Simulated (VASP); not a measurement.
# NbAl3 with and without spin-orbit coupling

What does spin-orbit coupling change in NbAl3, and what does it cost? All runs use PBEsol. Left out of this account: 1 further run (self-consistent run: a reference on another mesh). The start is a computed cell from the Materials Project.

Method: PBEsol; plane waves and PAW (Al, Nb_sv), in the first sound run; inputs show where later runs differ, in VASP 6.6.1.

### 1. The structure

The structure is tetragonal, space group I4/mmm (No. 139). Conventional cell: a = 3.834 Å, b = 3.834 Å, c = 8.585 Å, α = 90.00°, β = 90.00°, γ = 90.00°. Nearest to Al lie 4 Nb at 2.71 Å and 8 Al at 2.88 Å. Nearest to Al lie 8 Al at 2.71 to 2.88 Å and 4 Nb at 2.88 Å. Nearest to Nb lie 12 Al at 2.71 to 2.88 Å. Farther neighbours are not listed.

Structure file:

```xyz
4
Lattice="0.0000 -3.8340 0.0000 -3.8340 0.0000 0.0000 1.9170 -1.9170 -4.2925" Properties=species:S:1:pos:R:3 pbc="T T T"
Al   -1.9170   -1.9170    0.0000
Al   -1.9170   -3.8340   -2.1462
Al    0.0000   -1.9170   -2.1462
Nb    0.0000    0.0000    0.0000
```

### 2. Band structure (PBEsol)

Levels along the symmetry lines show where the bands peak and cross; KPOINTS_OPT computes them in the converged potential. PBEsol restores the gradient expansion of exchange and is tuned for the cells of solids.

INCAR

```
SYSTEM = NbAl3
PREC = Accurate
ENCUT = 400
EDIFF = 1E-06
NELM = 100
ISMEAR = -1
SIGMA = 0.05
LREAL = .FALSE.
ALGO = Normal
GGA = PS
NBANDS = 25
LASPH = .TRUE.
LORBIT = 11
LWAVE = .FALSE.
LCHARG = .FALSE.
KPAR = 4
```

POSCAR

```
NbAl3
1.0
    0.0000000000     -3.8339658454      0.0000000000
   -3.8339658454      0.0000000000      0.0000000000
    1.9169829227     -1.9169829227     -4.2924503537
Al Nb
3 1
Direct
    0.5000000000      0.5000000000      0.0000000000
    0.7500000000      0.7500000000      0.5000000000
    0.2500000000      0.2500000000      0.5000000000
    0.0000000000      0.0000000000      0.0000000000
```

KPOINTS

```
Automatic mesh
0
Gamma
8 8 8
0 0 0
```

KPOINTS_OPT

```
Line mode
16
Line-mode
Reciprocal
  0.00000000   0.00000000   0.00000000 GAMMA
  0.50000000  -0.50000000   0.50000000 X

  0.50000000  -0.50000000   0.50000000 X
  0.59972314  -0.40027686   0.50000000 Y

  0.59972314  -0.40027686   0.50000000 Y
  0.59972314   0.00000000   0.29986157 S

  0.59972314   0.00000000   0.29986157 S
  0.00000000   0.00000000   0.00000000 GAMMA

  0.00000000   0.00000000   0.00000000 GAMMA
  0.00000000   0.00000000  -0.50000000 Z

  0.00000000   0.00000000  -0.50000000 Z
  0.40027686   0.00000000  -0.29986157 S1

  0.40027686   0.00000000  -0.29986157 S1
  0.50000000   0.00000000   0.00000000 N

  0.50000000   0.00000000   0.00000000 N
  0.50000000  -0.50000000   0.25000000 P

  0.50000000  -0.50000000   0.25000000 P
  0.40027686  -0.40027686  -0.09972314 Y1

  0.40027686  -0.40027686  -0.09972314 Y1
  0.00000000   0.00000000  -0.50000000 Z

  0.50000000  -0.50000000   0.50000000 X
  0.50000000  -0.50000000   0.25000000 P
```

The projector-augmented-wave data sets are Al and Nb_sv (PBE family, release 64).

Started as:

```bash
$ mpirun -np 4 vasp_std
```

The program printed:

```text
[banner, memory and clock lines left out]
running    4 mpi-ranks, on    1 nodes
 distrk:  each k-point on    1 cores,    4 groups
 distr:  one band on    1 cores,    1 groups

 POSCAR found type information on POSCAR AlNb
 POSCAR found :  2 types and       4 ions
|                                                                             |
|               ----> ADVICE to this user running VASP <----                  |
|                                                                             |
|     You enforced a specific xc type in the INCAR file but a different       |
|     [... a line on the potential file left out ...]
|     I HOPE YOU KNOW WHAT YOU ARE DOING!                                     |
|                                                                             |

 LDA part: xc-table for (Slater+PW92), standard interpolation
 POSCAR, INCAR and KPOINTS ok, starting setup
 FFT: planning ... GRIDC
 FFT: planning ... GRID_SOFT
 FFT: planning ... GRID
 WAVECAR not read
 entering main loop
       N       E                     dE             d eps       ncg     rms          rms(c)
DAV:   1     0.999947476008E+02    0.99995E+02   -0.85409E+03  2966   0.654E+02
DAV:   2    -0.204843996684E+02   -0.12048E+03   -0.11538E+03  3685   0.212E+02
DAV:   3    -0.255851309632E+02   -0.51007E+01   -0.50244E+01  4620   0.358E+01
DAV:   4    -0.257328902973E+02   -0.14776E+00   -0.14744E+00  3972   0.576E+00
DAV:   5    -0.257371168193E+02   -0.42265E-02   -0.42257E-02  4493   0.999E-01    0.856E+00
DAV:   6    -0.250504689704E+02    0.68665E+00   -0.25523E+00  4433   0.944E+00    0.297E+00
DAV:   7    -0.249581694916E+02    0.92299E-01   -0.32244E-01  3878   0.281E+00    0.194E+00
DAV:   8    -0.249239026720E+02    0.34267E-01   -0.44048E-02  4474   0.135E+00    0.377E-01
DAV:   9    -0.249230826220E+02    0.82005E-03   -0.33472E-03  3858   0.347E-01    0.177E-01
DAV:  10    -0.249230671899E+02    0.15432E-04   -0.25171E-04  4395   0.113E-01    0.475E-02
DAV:  11    -0.249230591355E+02    0.80545E-05   -0.35150E-05  4280   0.459E-02    0.172E-02
DAV:  12    -0.249230586100E+02    0.52553E-06   -0.18051E-06  2841   0.929E-03
   1 F= -.24923059E+02 E0= -.24921411E+02  d E =-.329553E-02
 Start KPOINTS_OPT (optional k-point list driver)
k-point batch [1-59\176]
       N       E                     dE             ncg
DAV:   1    -0.758117970053E+03   -0.33915E+05     3006
DAV:   2    -0.783641167303E+04   -0.70783E+04     3796
DAV:   3    -0.812442391906E+04   -0.28801E+03     4475
DAV:   4    -0.813275246799E+04   -0.83285E+01     4107
DAV:   5    -0.813301327703E+04   -0.26081E+00     4414
DAV:   6    -0.813301671029E+04   -0.34333E-02     4138
DAV:   7    -0.813301677241E+04   -0.62123E-04     4367
DAV:   8    -0.813301677314E+04   -0.72744E-06     3096
[...]
k-point batch [119-176\176]
       N       E                     dE             ncg
DAV:   1    -0.403344833815E+03   -0.39774E+05     2964
DAV:   2    -0.719416523747E+04   -0.67908E+04     3831
DAV:   3    -0.745199331853E+04   -0.25783E+03     4597
DAV:   4    -0.745924562431E+04   -0.72523E+01     3935
DAV:   5    -0.745949511620E+04   -0.24949E+00     4402
DAV:   6    -0.745949894169E+04   -0.38255E-02     3957
DAV:   7    -0.745949900677E+04   -0.65076E-04     4310
DAV:   8    -0.745949900775E+04   -0.98853E-06     3172
```

It took 30 s on 4 MPI ranks of AMD EPYC 9R45, shared host; peak memory 0.88 GiB.

Lines that name or quote the potential files are left out of all logs, and their timing lines are given in words.

Parts of OUTCAR (step 2):

```text
ion  position               nearest neighbor table
   1  0.500  0.500  0.000-   4 2.71   4 2.71   4 2.71   4 2.71   3 2.88   2 2.88   3 2.88   3 2.88
                             2 2.88   2 2.88   2 2.88   3 2.88
   2  0.750  0.750  0.500-   3 2.71   3 2.71   3 2.71   3 2.71   4 2.88   1 2.88   4 2.88   1 2.88
                             4 2.88   1 2.88   4 2.88   1 2.88
   3  0.250  0.250  0.500-   2 2.71   2 2.71   2 2.71   2 2.71   4 2.88   1 2.88   4 2.88   4 2.88
                             1 2.88   1 2.88   1 2.88   4 2.88
   4  0.000  0.000  0.000-   1 2.71   1 2.71   1 2.71   1 2.71   3 2.88   2 2.88   3 2.88   2 2.88
                             3 2.88   2 2.88   3 2.88   2 2.88

  LATTYP: Found a body centered tetragonal cell.
 ALAT       =     3.8339658454
 C/A-ratio  =     2.2391698449

 Subroutine GETGRP returns: Found 16 space group operations
 (whereof 16 operations were pure point group operations)

The static configuration has the point symmetry D_4h.

 Found     59 irreducible k-points:

   k-points           NKPTS =     59   k-points in BZ     NKDIM =     59   number of bands    NBANDS=     25

   dimension x,y,z NGX =    28 NGY =   28 NGZ =   36
   dimension x,y,z NGXF=    56 NGYF=   56 NGZF=   72

   ENCUT  =  400.0 eV  29.40 Ry    5.42 a.u.   6.25  6.25  8.28*2*pi/ulx,y,z

   NELECT =      22.0000    total number of electrons

 k-points in reciprocal lattice and weights: Automatic mesh
   0.00000000  0.00000000  0.00000000       0.002
   0.12500000  0.00000000  0.00000000       0.016
   0.25000000  0.00000000  0.00000000       0.016
   0.37500000  0.00000000  0.00000000       0.016
   0.50000000  0.00000000  0.00000000       0.008
   0.12500000  0.12500000  0.00000000       0.008
   0.25000000  0.12500000  0.00000000       0.031
   0.37500000  0.12500000  0.00000000       0.031
   0.50000000  0.12500000  0.00000000       0.031
[...]
-0.12500000  0.12500000  0.37500000       0.008
   0.00000000  0.00000000  0.50000000       0.002

 average (electrostatic) potential at core
       1 -70.3997       2 -70.2394       3 -70.2394       4 -78.5717

 E-fermi :   9.5052

 k-point     1 :       0.0000    0.0000    0.0000
  band No.  band energies     occupation
    ...
      7       6.6608      2.00000
      8       6.7756      2.00000
      9       7.3891      2.00000
     10       7.3891      2.00000
     11       9.5343      0.71632
     12      11.1035      0.00000
     13      11.1035      0.00000
     14      11.3698      0.00000
     15      11.7190      0.00000
     16      13.9565      0.00000
    ...

 k-point     2 :       0.1250    0.0000    0.0000
  band No.  band energies     occupation
    ...
      7       6.3932      2.00000
      8       6.7396      2.00000
      9       7.5195      2.00000
     10       7.5817      2.00000
     11       8.9628      1.99996
     12      10.5371      0.00000
     13      11.3981      0.00000
     14      11.8248      0.00000
     15      12.0470      0.00000
     16      13.9217      0.00000
    ...

 k-point     3 :       0.2500    0.0000    0.0000
  band No.  band energies     occupation
    ...
      7       5.7366      2.00000
      8       6.6622      2.00000
      9       7.7464      2.00000
     10       8.0249      2.00000
     11       8.3994      2.00000
     12      10.0169      0.00007
     13      11.2653      0.00000
     14      12.3973      0.00000
     15      13.1343      0.00000
     16      14.2285      0.00000
    ...

  Total       -0.4718947     -0.4718947     -0.3643247      0.0000000      0.0000000      0.0000000
  in kB      -11.9826797    -11.9826797     -9.2511863      0.0000000      0.0000000      0.0000000
  external PRESSURE =     -11.0721819 kB  Pullay stress =       0.0000000 kB

  energy-cutoff  :      400.00
  volume of cell :       63.10
      direct lattice vectors                 reciprocal lattice vectors
     0.000000000 -3.833965845  0.000000000     0.000000000 -0.260826528  0.116483584
    -3.833965845  0.000000000  0.000000000    -0.260826528  0.000000000 -0.116483584
     1.916982923 -1.916982923 -4.292450354     0.000000000  0.000000000 -0.232967167

 POSITION                                       TOTAL-FORCE (eV/Angst)
 -----------------------------------------------------------------------------------
     -1.91698     -1.91698      0.00000        -0.000000     -0.000000      0.000000
     -1.91698     -3.83397     -2.14623        -0.000000     -0.000000     -0.000000
      0.00000     -1.91698     -2.14623         0.000000      0.000000      0.000000
      0.00000      0.00000      0.00000        -0.000000     -0.000000      0.000000
 -----------------------------------------------------------------------------------
    total drift:                                0.000000     -0.000000      0.000000

  FREE ENERGIE OF THE ION-ELECTRON SYSTEM (eV)
  ---------------------------------------------------
  free  energy   TOTEN  =       -24.9230586100 eV

  energy  without entropy=      -24.9197630800  energy(sigma->0) =      -24.92141084

 total charge
# of ion       s       p       d       tot
------------------------------------------
    1        0.442   0.382   0.000   0.825
    2        0.397   0.411   0.000   0.808
    3        0.397   0.411   0.000   0.808
    4        2.147   5.990   2.645  10.781
--------------------------------------------------
tot          3.382   7.194   2.645  13.222

[... 3 further parts left out ...]
```

Spin-orbit coupling is off here; it would split degenerate levels. The cell is typed on its shortest vectors, so the axes of tensors and the coordinates of k-points follow the printed cell and not the standard setting. The PAW data sets were made with PBE, which is usual practice but a small mismatch for other functionals.

This step gave:

| Property | Result |
| --- | --- |
| electronic steps | 12 |
| electrons | 22 |
| bands | 25 |
| irreducible k points | 59 |
| symmetry operations | 16 |
| free energy (TOTEN) | -24.92 eV |
| energy at zero smearing | -24.92 eV |
| Fermi energy | 9.505 eV |
| pressure | -1.107 GPa |
| metallic | yes |

Electronic bands along the path, in eV, zero at the Fermi level; # counts the bands kept, so #1 is VASP's band 5:

```
          point     #4     #5     #6     #7     #8    #9   #10   #11
              Γ  -2.73  -2.12  -2.12   0.03   1.60  1.60  1.86  2.21
0.47 of the way  -3.16  -2.83  -2.46  -1.26   1.73  2.02  2.20  3.33
              X  -4.02  -2.87  -2.69  -2.08   1.55  1.70  2.63  2.89
0.47 of the way  -3.63  -3.23  -2.43  -2.05   1.57  1.63  2.45  3.07
              Y  -3.79  -2.78  -2.13  -1.94   1.25  1.74  2.08  3.53
0.47 of the way  -3.27  -1.73  -1.66  -1.04   1.01  1.55  1.83  3.85
              S  -2.08  -1.71  -1.32  -0.27   1.14  1.98  2.67  2.91
0.53 of the way  -3.11  -1.87  -1.57  -1.48   0.73  1.49  4.02  4.03
              Γ  -2.73  -2.12  -2.12   0.03   1.60  1.60  1.86  2.21
0.47 of the way  -1.81  -1.81  -1.04   0.10   0.95  0.95  1.40  2.81
              Z  -1.12  -1.12  -1.04  -0.13  -0.13  0.19  3.01  5.33
0.47 of the way  -1.92  -1.57  -0.57  -0.08   0.13  0.72  3.54  4.61
             S1  -2.08  -1.71  -1.32  -0.27   1.14  1.98  2.67  2.91
0.53 of the way  -2.36  -2.13  -1.33  -0.36   1.38  1.96  2.54  3.20
              N  -3.06  -2.15  -1.29  -0.37   1.50  1.81  2.76  2.84
0.53 of the way  -3.63  -2.44  -2.27  -1.13   0.59  1.59  2.44  2.91
              P  -4.70  -2.41  -2.41  -1.54   0.52  1.56  1.70  3.34
0.53 of the way  -3.88  -2.97  -2.14  -2.03   1.37  1.58  1.80  3.19
             Y1  -3.79  -2.78  -2.13  -1.94   1.25  1.74  2.08  3.53
0.47 of the way  -3.88  -1.07  -1.06  -0.22   0.08  1.22  2.57  4.92
              Z  -1.12  -1.12  -1.04  -0.13  -0.13  0.19  3.01  5.33
      jump to X  -4.02  -2.87  -2.69  -2.08   1.55  1.70  2.63  2.89
0.47 of the way  -4.39  -2.62  -2.28  -2.17   1.46  1.58  1.70  3.01
              P  -4.70  -2.41  -2.41  -1.54   0.52  1.56  1.70  3.34
```

Of the projections kept (Al, Nb), the largest for each band there; the rest of the weight can lie on other orbitals:

| point | #4 | #5 | #6 | #7 | #8 | #9 | #10 | #11 |
| --- | --- | --- | --- | --- | --- | --- | --- | --- |
| Γ | Nb 0.89 | Nb 0.67 | Nb 0.67 | Nb 1.00 | Al 0.78 | Al 0.78 | Al 1.00 | Nb 0.54 |
| X | Al 0.93 | Nb 0.62 | Al 0.73 | Nb 0.81 | Nb 0.99 | Nb 0.99 | Al 0.71 | Al 0.87 |
| Y | Al 0.60 | Al 0.64 | Nb 0.68 | Nb 0.82 | Nb 0.92 | Nb 0.97 | Nb 0.62 | Al 0.53 |
| S | Nb 0.74 | Nb 0.83 | Nb 0.74 | Nb 0.92 | Nb 0.93 | Nb 0.53 | Al 0.82 | Nb 0.58 |
| Γ | Nb 0.89 | Nb 0.67 | Nb 0.67 | Nb 1.00 | Al 0.78 | Al 0.78 | Al 1.00 | Nb 0.54 |
| Z | Al 0.89 | Al 0.89 | Nb 0.90 | Nb 0.99 | Nb 0.99 | Nb 1.00 | Nb 0.91 | Al 0.54 |

There is no gap at this level.

(Part 1 of 4 ends here.)

[Lines on the potential files, build, host, timing and source positions are cut from VASP's logs without a mark.]

[Logs are printed without paths, hosts, clocks, repeated set-up lines and the standing remarks that a program may print on its own settings, such as how far it seeks lower states.]

[Hosts, paths, dates, database ids (printed as entryN), source tags and the programs' standing remarks are cut or masked in the printed files.]

[A measured line is paired with the nearest computed mode of its activity, which favours agreement.]
